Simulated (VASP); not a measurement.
Here is the system:

```
CELL_PARAMETERS angstrom
      4.11216     0.00000     0.00000
      0.00000     4.15471     0.00000
     -0.11716     0.00000     5.84462
ATOMIC_POSITIONS crystal
  Ag 0.79148 0.75000 0.76012
  Ag 0.20852 0.25000 0.23988
  Br 0.27687 0.25000 0.74460
  Br 0.72313 0.75000 0.25540
```

The numbers are results of PBEsol GGA, VASP's PBE PAW potentials (set 64) (plane waves; VASP), not measurements. Numerical set-up: 300 eV cut-off, 5×5×4 Γ-centred mesh, Gaussian smearing of 0.010 eV, potentials Ag Br.

Give the energies of bands 7 to 20 at the high-symmetry points, in eV from the valence-band maximum.

```
band      Γ      Z      D      B      A      E     C2     Y2
----  -----  -----  -----  -----  -----  -----  -----  -----
7     -2.64  -3.45  -3.79  -2.84  -3.88  -3.57  -2.75  -3.71
8     -2.60  -3.45  -3.79  -2.83  -3.78  -3.57  -2.75  -3.12
9     -2.57  -2.46  -2.36  -2.68  -2.36  -2.27  -2.68  -2.49
10    -2.53  -2.46  -2.36  -2.58  -2.32  -2.27  -2.68  -2.36
11    -2.50  -2.35  -2.34  -2.51  -2.32  -2.25  -2.40  -2.35
12    -2.42  -2.35  -2.34  -2.49  -2.31  -2.25  -2.40  -2.33
13    -2.32  -1.92  -2.02  -1.83  -2.06  -2.24  -2.24  -2.01
14    -2.31  -1.92  -2.02  -1.82  -2.02  -2.24  -2.24  -1.99
15    -2.24  -1.67  -0.07  -1.71  -0.10  -2.04  -2.12  -1.69
16    -1.70  -1.67  -0.07  -1.71  -0.08  -2.04  -2.12  -1.51
17    -1.64  -0.10  -0.04  -1.66  -0.02  -1.45  -2.03  -0.11
18    -1.53  -0.10  -0.04  -1.48   0.00  -1.45  -2.03  -0.08
19     0.48   4.64   3.69   3.00   3.56   3.51   1.58   4.63
20     1.61   4.64   3.69   3.02   3.78   3.51   1.58   4.68
```

The gap is indirect, 0.48 eV, from the valence maximum at A to the conduction minimum at Γ.

The structure comes from a computed database's AgBr entry; how it stands against other phases isn't given here. The cell was not relaxed at this level.
